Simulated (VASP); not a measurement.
## Lattice vibrations of LaB6

How does the lattice of LaB6 vibrate? The start is a cell from a database of measured crystal structures.

Program: VASP 6.6.1. Level of theory: LDA; plane waves and PAW (La, B). Results are calculated unless marked as measured.

Report form: the programs' logs are mostly left out.

## 1. The structure

It takes space group Pm-3m (No. 221, cubic). The conventional cell has a = 4.157 Å, b = 4.157 Å, c = 4.157 Å, α = 90.00°, β = 90.00°, γ = 90.00°. Nearest to La lie 24 B at 3.05 Å. Nearest to B lie 6 B at 1.64 to 2.51 Å and 4 La at 3.05 Å. Farther neighbours are not listed.

Coordinates:

```xyz
7
Lattice="4.1570 0.0000 0.0000 0.0000 4.1570 0.0000 0.0000 0.0000 4.1570" Properties=species:S:1:pos:R:3 pbc="T T T"
La    0.0000    0.0000    0.0000
B     2.0785    2.0785    3.3360
B     2.0785    2.0785    0.8210
B     2.0785    3.3360    2.0785
B     3.3360    2.0785    2.0785
B     2.0785    0.8210    2.0785
B     0.8210    2.0785    2.0785
```

## 2. Relax the host

First cell and atoms are relaxed at a raised cutoff, so that later runs start from this functional's own cell.

The input, INCAR:

```
SYSTEM = LaB6
PREC = Accurate
ENCUT = 420
EDIFF = 1E-06
NELM = 120
ISMEAR = 0
SIGMA = 0.05
LREAL = .FALSE.
ALGO = Normal
GGA = CA
NBANDS = 21
LASPH = .TRUE.
LORBIT = 11
LWAVE = .FALSE.
LCHARG = .FALSE.
KPAR = 4
IBRION = 2
NSW = 40
ISIF = 3
EDIFFG = -0.02
POTIM = 0.4
```

The input, POSCAR:

```
LaB6
1.0
    4.1570000000      0.0000000000      0.0000000000
    0.0000000000      4.1570000000      0.0000000000
    0.0000000000      0.0000000000      4.1570000000
La B
1 6
Direct
    0.0000000000      0.0000000000      0.0000000000
    0.5000000000      0.5000000000      0.8025000000
    0.5000000000      0.5000000000      0.1975000000
    0.5000000000      0.8025000000      0.5000000000
    0.8025000000      0.5000000000      0.5000000000
    0.5000000000      0.1975000000      0.5000000000
    0.1975000000      0.5000000000      0.5000000000
```

The input, KPOINTS:

```
Automatic mesh
0
Gamma
5 5 5
0 0 0
```

The projector-augmented-wave data sets are La and B (LDA family, release 64).

Command:

```bash
> mpirun -np 4 vasp_std
```

Wall time 21 s (4 MPI ranks of AMD EPYC 7R43, shared host); peak memory 0.51 GiB.

This run has no spin polarisation. Its electron count is odd, so without a moment it is a metal by construction. The k-mesh is coarse for a metal. The run keeps the 48 symmetry operations of its start, so it cannot find a distortion of lower symmetry.

The steps of the relaxation:

| step | energy less that of the first step (eV) | largest force (eV/Å) | pressure (GPa) | volume (Å³) |
| --- | --- | --- | --- | --- |
| 1 | 0.0000 | 0.7399 | -7.77 | 71.84 |
| 2 | -0.0091 | 1.3357 | 4.57 | 67.78 |
| 3 | -0.0882 | 0.2608 | -1.86 | 69.68 |
| 4 | -0.0946 | 0.1489 | 0.80 | 68.57 |
| 5 | -0.0965 | 0.0130 | -0.08 | 68.93 |

| conventional cell, symmetrised | before | after | change |
| --- | --- | --- | --- |
| a (Å) | 4.157 | 4.100 | -1.4 % |
| b (Å) | 4.157 | 4.100 | -1.4 % |
| c (Å) | 4.157 | 4.100 | -1.4 % |
| volume (Å³/atom) | 10.26 | 9.85 | -4.0 % |

Final coordinates:

```xyz
7
Lattice="4.1001 0.0000 0.0000 0.0000 4.1001 0.0000 0.0000 0.0000 4.1001" Properties=species:S:1:pos:R:3 pbc="T T T"
La    0.0000    0.0000    0.0000
B     2.0501    2.0501    3.2807
B     2.0501    2.0501    0.8195
B     2.0501    3.2807    2.0501
B     3.2807    2.0501    2.0501
B     2.0501    0.8195    2.0501
B     0.8195    2.0501    2.0501
```

Numbers from this step:

| Property | Result |
| --- | --- |
| electronic cycles | 53 |
| electrons | 29 |
| free energy (TOTEN) | -54.3633 eV |
| energy at zero smearing | -54.3610 eV |
| Fermi energy | 8.765 eV |
| pressure | -0.07529 GPa |
| labelled metallic, from the levels on this mesh | yes |

The run ended after 5 ionic steps, 0.097 eV below its first step, once forces and stress met EDIFFG = -0.02.

## 3. Tight relaxation

Force constants are second derivatives, so residual forces and stress must first be far smaller than in an ordinary relaxation. Smearing, mesh and cutoff differ from the relaxation before, which can move the cell too.

The input, INCAR:

```
SYSTEM = LaB6
PREC = Accurate
ENCUT = 390
EDIFF = 1E-08
NELM = 120
ISMEAR = 1
SIGMA = 0.2
LREAL = .FALSE.
ALGO = Fast
GGA = CA
NBANDS = 21
LASPH = .TRUE.
LORBIT = 11
LWAVE = .FALSE.
LCHARG = .FALSE.
KPAR = 4
IBRION = 1
NSW = 30
ISIF = 3
EDIFFG = -0.002
POTIM = 0.4
```

The input, POSCAR:

```
LaB6
1.0
    4.1001351793      0.0000000000      0.0000000000
    0.0000000000      4.1001351793      0.0000000000
    0.0000000000      0.0000000000      4.1001351793
La B
1 6
Direct
    0.0000000000      0.0000000000      0.0000000000
    0.5000000000      0.5000000000      0.8001366199
    0.5000000000      0.5000000000      0.1998633801
    0.5000000000      0.8001366199      0.5000000000
    0.8001366199      0.5000000000      0.5000000000
    0.5000000000      0.1998633801      0.5000000000
    0.1998633801      0.5000000000      0.5000000000
```

The input, KPOINTS:

```
Automatic mesh
0
Gamma
8 8 8
0 0 0
```

Command:

```bash
> mpirun -np 4 vasp_std
```

The job ended after 88 s (4 MPI ranks; peak memory 0.54 GiB).

Little changed from the start: no atom moved by 0.005 Å and no cell edge by 0.1 %.

Numbers from this step:

```yaml
electronic_cycles: 114
free_energy_toten: -54.3921 eV
energy_at_zero_smearing: -54.3919 eV
fermi_energy: 8.822 eV
pressure: -7.36e-4 GPa
```

The run ended after 5 ionic steps, 0.000 eV below its first step, once forces and stress met EDIFFG = -0.002.

## 4. Force constants in the supercell

System of this step: LaB6. It takes space group Pm-3m (No. 221, cubic). Conventional cell: a = 4.099 Å, b = 4.099 Å, c = 4.099 Å, α = 90.00°, β = 90.00°, γ = 90.00°. Nearest to La lie 24 B at 3.01 Å. Nearest to B lie 6 B at 1.64 to 2.46 Å and 4 La at 3.01 Å. Farther neighbours are not listed.

Each independent atom is moved by 0.015 Å both ways; the forces give the force constants out to half the supercell.

The input, INCAR:

```
SYSTEM = LaB6
PREC = Accurate
ENCUT = 390
EDIFF = 1E-07
NELM = 120
ISMEAR = 1
SIGMA = 0.2
LREAL = .FALSE.
ALGO = Fast
GGA = CA
NBANDS = 80
LASPH = .TRUE.
LWAVE = .FALSE.
LCHARG = .FALSE.
KPAR = 4
IBRION = 6
NSW = 1
NFREE = 2
POTIM = 0.015
ISIF = 0
ADDGRID = .TRUE.
```

The input, POSCAR:

```
LaB6
1.0
   -4.0989752351      4.0989752351      4.0989752351
    4.0989752351     -4.0989752351      4.0989752351
    4.0989752351      4.0989752351     -4.0989752351
La B
4 24
Direct
    0.0000000000      0.0000000000      0.0000000000
    0.5000000000      0.5000000000      0.0000000000
    0.5000000000      0.0000000000      0.5000000000
    0.0000000000      0.5000000000      0.5000000000
    0.6500830651      0.6500830651      0.5000000000
    0.1500830651      0.1500830651      0.5000000000
    0.1500830651      0.6500830651      0.0000000000
    0.6500830651      0.1500830651      0.0000000000
    0.3499169349      0.3499169349      0.5000000000
    0.8499169349      0.8499169349      0.5000000000
    0.8499169349      0.3499169349      0.0000000000
    0.3499169349      0.8499169349      0.0000000000
    0.6500830651      0.5000000000      0.6500830651
    0.1500830651      0.0000000000      0.6500830651
    0.1500830651      0.5000000000      0.1500830651
    0.6500830651      0.0000000000      0.1500830651
    0.5000000000      0.6500830651      0.6500830651
    0.0000000000      0.1500830651      0.6500830651
    0.0000000000      0.6500830651      0.1500830651
    0.5000000000      0.1500830651      0.1500830651
    0.3499169349      0.5000000000      0.3499169349
    0.8499169349      0.0000000000      0.3499169349
    0.8499169349      0.5000000000      0.8499169349
    0.3499169349      0.0000000000      0.8499169349
    0.5000000000      0.3499169349      0.3499169349
    0.0000000000      0.8499169349      0.3499169349
    0.0000000000      0.3499169349      0.8499169349
    0.5000000000      0.8499169349      0.8499169349
```

The input, KPOINTS:

```
Automatic mesh
0
Gamma
5 5 5
0 0 0
```

Command:

```bash
> mpirun -np 4 vasp_std
```

The job ended after 39 min (4 MPI ranks; peak memory 3.2 GiB).

The last energy, forces, stress and levels in OUTCAR belong to the last displaced cell, not to the cell of POSCAR.

Numbers from this step:

* electrons: 116
* lowest frequency: -2.70e-6 cm⁻¹
* highest frequency: 1304 cm⁻¹
* dynamically stable: yes
* zero point energy: 114.1 meV/atom
* heat capacity 300: 13.42 J/K/mol of atoms
* entropy 300: 11.36 J/K/mol of atoms

No long-range dipole term. The phonon branches at the labelled points (cm⁻¹):

| point | branch 1 | branch 2 | branch 3 | branch 4 | branch 18 | branch 19 | branch 20 | branch 21 |
| --- | --- | --- | --- | --- | --- | --- | --- | --- |
| Γ | 0 | 0 | 0 | 197 | 873 | 1149 | 1149 | 1304 |
| 0.47 of the way | 77 | 77 | 107 | 210 | 893 | 1145 | 1160 | 1289 |
| X | 106 | 106 | 124 | 245 | 914 | 1140 | 1180 | 1262 |
| 0.53 of the way | 106 | 113 | 121 | 277 | 936 | 1154 | 1179 | 1240 |
| M | 106 | 120 | 120 | 276 | 950 | 1178 | 1178 | 1209 |
| 0.47 of the way | 99 | 108 | 116 | 242 | 920 | 1152 | 1165 | 1264 |
| Γ | 0 | 0 | 0 | 197 | 873 | 1149 | 1149 | 1304 |
| 0.47 of the way | 108 | 108 | 114 | 314 | 934 | 1159 | 1159 | 1257 |
| R | 119 | 119 | 119 | 288 | 1002 | 1176 | 1176 | 1176 |
| 0.47 of the way | 113 | 113 | 120 | 329 | 964 | 1161 | 1178 | 1220 |
| X | 106 | 106 | 124 | 245 | 914 | 1140 | 1180 | 1262 |
| jump to M | 106 | 120 | 120 | 276 | 950 | 1178 | 1178 | 1209 |
| 0.47 of the way | 112 | 119 | 119 | 281 | 977 | 1177 | 1177 | 1196 |
| R | 119 | 119 | 119 | 288 | 1002 | 1176 | 1176 | 1176 |

The phonon density of states has structure finer than the step of the table below, so its rows give means over 50 cm⁻¹, whole bins alone (the curve runs from -4.05 to 1330 cm⁻¹). Peaks (cm⁻¹: height): 117.4: 0.154, 607.0: 0.0995, 716.5: 0.305, 1175.4: 0.0828.

The phonon density of states by frequency; means over each step:

| frequency (cm⁻¹) | phonon density of states (states/cm⁻¹/cell) |
| --- | --- |
| 50 | 0.00160 |
| 100 | 0.0577 |
| 150 | 6.7e-4 |
| 200 | 0.00274 |
| 250 | 0.00959 |
| 300 | 0.0205 |
| 350 | 0.0154 |
| 400 | 0.0159 |
| 450 | 0.0163 |
| 500 | 0.0263 |
| 550 | 0.0224 |
| 600 | 0.0509 |
| 650 | 0 |
| 700 | 0.0586 |
| 750 | 0.00322 |
| 800 | 0.0122 |
| 850 | 0.0117 |
| 900 | 0.0210 |
| 950 | 0.0117 |
| 1000 | 0.00165 |
| 1050 | 0 |
| 1100 | 0 |
| 1150 | 0.0319 |
| 1200 | 0.0131 |
| 1250 | 0.0121 |
| 1300 | 0.00280 |

The heat capacity at constant volume by temperature:

| temperature (K) | heat capacity at constant volume (J/K/mol of atoms) |
| --- | --- |
| 0 | 0 |
| 25 | 0.295 |
| 75 | 2.89 |
| 100 | 3.98 |
| 150 | 6.38 |
| 175 | 7.66 |
| 200 | 8.94 |
| 250 | 11.3 |
| 275 | 12.4 |
| 300 | 13.4 |
| 350 | 15.2 |
| 375 | 15.9 |
| 425 | 17.3 |
| 450 | 17.8 |
| 475 | 18.4 |
| 525 | 19.3 |
| 550 | 19.6 |
| 575 | 20.0 |
| 625 | 20.6 |
| 650 | 20.9 |
| 700 | 21.3 |
| 725 | 21.6 |
| 750 | 21.7 |
| 800 | 22.1 |
| 825 | 22.2 |
| 850 | 22.4 |
| 900 | 22.6 |
| 925 | 22.7 |
| 975 | 22.9 |
| 1000 | 23.0 |

Table of vibrational entropy by temperature:

temperature (K), vibrational entropy (J/K/mol of atoms) and a bar:
```
        0        0.0 
       50        0.7 #
      100        2.6 ##
      150        4.7 ####
      200        6.8 ######
      250        9.1 ########
      275       10.2 #########
      325       12.5 ###########
      375       14.6 #############
      425       16.7 ###############
      475       18.7 ################
      525       20.6 ##################
      575       22.4 ####################
      625       24.1 #####################
      675       25.7 ######################
      725       27.2 ########################
      750       27.9 ########################
      800       29.3 ##########################
      850       30.7 ###########################
      900       32.0 ############################
      950       33.2 #############################
     1000       34.4 ##############################
```

## 5. Results

| Quantity | Value |
| --- | --- |
| highest frequency | 1304 cm⁻¹ |
| lowest frequency | -2.7e-6 cm⁻¹ |
| zero point energy | 114 meV/atom |
| heat capacity 300 | 13.4 J/K/mol of atoms |
| entropy 300 | 11.4 J/K/mol of atoms |

**Reading.** The spectrum reaches 1304 cm⁻¹, and its lowest point lies at 0 cm⁻¹. No mode is imaginary, so the structure is a local minimum as far as this supercell can tell. Frequencies between the wave vectors that fit the supercell are interpolated.

[Lines on the potential files, build, host, timing and source positions are cut from VASP's logs without a mark.]

[Logs are printed without paths, hosts, clocks, repeated set-up lines and the standing remarks that a program may print on its own settings, such as how far it seeks lower states.]

[Hosts, paths, dates, database ids (printed as entryN), source tags and the programs' standing remarks are cut or masked in the printed files.]

[Runs that stopped without an error message from VASP are left out.]
